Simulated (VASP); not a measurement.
Method: r2SCAN meta-GGA, VASP's PBE PAW potentials (set 64) (plane waves; VASP).

A VASP calculation is set up with these files.

**INCAR**
```
SYSTEM = W
PREC = Accurate
ENCUT = 400
EDIFF = 1E-7
NELM = 100
ALGO = Normal
LREAL = .FALSE.
LASPH = .TRUE.
ISMEAR = -5
METAGGA = R2SCAN
LMIXTAU = .TRUE.
LMAXMIX = 6
LWAVE = .FALSE.
LCHARG = .FALSE.
LORBIT = 11
NEDOS = 601
ISIF = 2
```

File POSCAR:
```
W
3.1726380
 -0.4999999927   0.4999999927   0.4999999927
  0.4999999927  -0.4999999927   0.4999999927
  0.4999999927   0.4999999927  -0.4999999927
W
1
Direct
  0.0000000000   0.0000000000   0.0000000000
```

**KPOINTS_OPT**
```
k-points along high-symmetry lines
10
Line-mode
Reciprocal
  0.000000   0.000000   0.000000 ! GAMMA
  0.500000  -0.500000   0.500000 ! H

  0.500000  -0.500000   0.500000 ! H
  0.000000   0.000000   0.500000 ! N

  0.000000   0.000000   0.500000 ! N
  0.000000   0.000000   0.000000 ! GAMMA

  0.000000   0.000000   0.000000 ! GAMMA
  0.250000   0.250000   0.250000 ! P

  0.250000   0.250000   0.250000 ! P
  0.500000  -0.500000   0.500000 ! H

  0.250000   0.250000   0.250000 ! P
  0.000000   0.000000   0.500000 ! N
```

### KPOINTS
```
Automatic mesh
0
gamma
 18 18 18
```

POTCAR, in this order: W_sv (PBE.64 set). Program: vasp_std.

Output of the run:

### OUTCAR
```
 ion  position               nearest neighbor table
   1  0.000  0.000  0.000-
  LATTYP: Found a body centered cubic cell.
 ALAT       =     3.1726379536
 Subroutine PRICEL returns:
 Original cell was already a primitive cell.
 Subroutine GETGRP returns: Found 48 space group operations
The static configuration has the point symmetry O_h .
The dynamic configuration has the point symmetry O_h .
 Subroutine INISYM returns: Found 48 space group operations
 Subroutine IBZKPT returns following result:
 Found    195 irreducible k-points:

 Following reciprocal coordinates:
            Coordinates               Weight
  0.000000  0.000000  0.000000      1.000000
  0.055556  0.000000  0.000000     12.000000
  0.111111  0.000000  0.000000     12.000000
  0.166667  0.000000  0.000000     12.000000
  0.222222  0.000000  0.000000     12.000000
  0.277778  0.000000  0.000000     12.000000
  0.333333  0.000000  0.000000     12.000000
  0.388889  0.000000  0.000000     12.000000
  0.444444  0.000000  0.000000     12.000000
  0.500000  0.000000  0.000000      6.000000
...
```

### OSZICAR
```
       N       E                     dE             d eps       ncg     rms          rms(c)
DAV:   1     0.269674378779E+02    0.26967E+02   -0.69970E+03  4322   0.125E+03
DAV:   2    -0.542074809996E+02   -0.81175E+02   -0.78712E+02  4608   0.306E+02
DAV:   3    -0.556256678193E+02   -0.14182E+01   -0.14068E+01  4891   0.414E+01
DAV:   4    -0.556328148790E+02   -0.71471E-02   -0.71439E-02  4683   0.317E+00
DAV:   5    -0.556328746020E+02   -0.59723E-04   -0.59717E-04  4767   0.288E-01    0.224E+01
DAV:   6    -0.507642133361E+02    0.48687E+01   -0.23297E+00  4482   0.222E+01    0.450E+00
DAV:   7    -0.514916459474E+02   -0.72743E+00   -0.17240E-01  4326   0.518E+00    0.279E+00
DAV:   8    -0.508483996617E+02    0.64325E+00   -0.49922E-01  4350   0.926E+00    0.330E+00
DAV:   9    -0.512947761223E+02   -0.44638E+00   -0.11380E-01  4554   0.354E+00    0.151E+00
DAV:  10    -0.513512345693E+02   -0.56458E-01   -0.16248E-02  4311   0.161E+00    0.656E-01
DAV:  11    -0.513527708986E+02   -0.15363E-02   -0.34117E-03  4617   0.766E-01    0.106E-01
DAV:  12    -0.513528925441E+02   -0.12165E-03   -0.16039E-04  4451   0.175E-01    0.713E-02
DAV:  13    -0.513528580816E+02    0.34462E-04   -0.75762E-05  4578   0.129E-01    0.448E-02
DAV:  14    -0.513528653110E+02   -0.72293E-05   -0.14357E-05  4473   0.491E-02    0.258E-02
DAV:  15    -0.513528673194E+02   -0.20085E-05   -0.12969E-05  4656   0.509E-02    0.910E-03
DAV:  16    -0.513528726200E+02   -0.53005E-05   -0.30426E-06  4680   0.201E-02    0.252E-03
DAV:  17    -0.513528737652E+02   -0.11453E-05   -0.50302E-07  4608   0.966E-03    0.810E-04
DAV:  18    -0.513528749450E+02   -0.11798E-05   -0.31852E-08  2202   0.207E-03    0.401E-04
DAV:  19    -0.513528745192E+02    0.42582E-06   -0.68650E-09  2169   0.118E-03    0.676E-05
DAV:  20    -0.513528748029E+02   -0.28374E-06   -0.90750E-10  2166   0.458E-04    0.707E-06
DAV:  21    -0.513528747409E+02    0.62017E-07   -0.10952E-10  2154   0.154E-04
   1 F= -.51352875E+02 E0= -.51352875E+02  d E =0.000000E+00
       N       E                     dE             ncg
```

File OUTCAR:
```
------------------------ aborting loop because EDIFF is reached ----------------------------------------
  FORCE on cell =-STRESS in cart. coord.  units (eV):
  Direction    XX          YY          ZZ          XY          YZ          ZX
  --------------------------------------------------------------------------------------
  Total        0.0272666      0.0272666      0.0272666     -0.0000000      0.0000000     -0.0000000
  in kB        2.7359637      2.7359637      2.7359637     -0.0000000      0.0000000     -0.0000000
  external PRESSURE =       2.7359637 kB  Pullay stress =       0.0000000 kB
  volume of cell :       15.97
      direct lattice vectors                 reciprocal lattice vectors
    -1.586318977  1.586318977  1.586318977     0.000000000  0.315195120  0.315195120
     1.586318977 -1.586318977  1.586318977     0.315195120  0.000000000  0.315195120
     1.586318977  1.586318977 -1.586318977     0.315195120  0.315195120  0.000000000
 POSITION                                       TOTAL-FORCE (eV/Angst)
 -----------------------------------------------------------------------------------
      0.00000      0.00000      0.00000         0.000000     -0.000000     -0.000000
 -----------------------------------------------------------------------------------
    total drift:                                0.000000     -0.000000      0.000000
  FREE ENERGIE OF THE ION-ELECTRON SYSTEM (eV)
  ---------------------------------------------------
  free  energy   TOTEN  =       -51.3528747409 eV

  energy  without entropy=      -51.3528747409  energy(sigma->0) =      -51.35287474

 total charge

# of ion       s       p       d       tot
------------------------------------------
    1        2.392   6.355   3.306  12.053
```
(Selected blocks of OUTCAR.)

For a metal the tetrahedron method with Blöchl corrections gives inexact stress and forces.

The compound is W in the bcc structure. It was relaxed first.
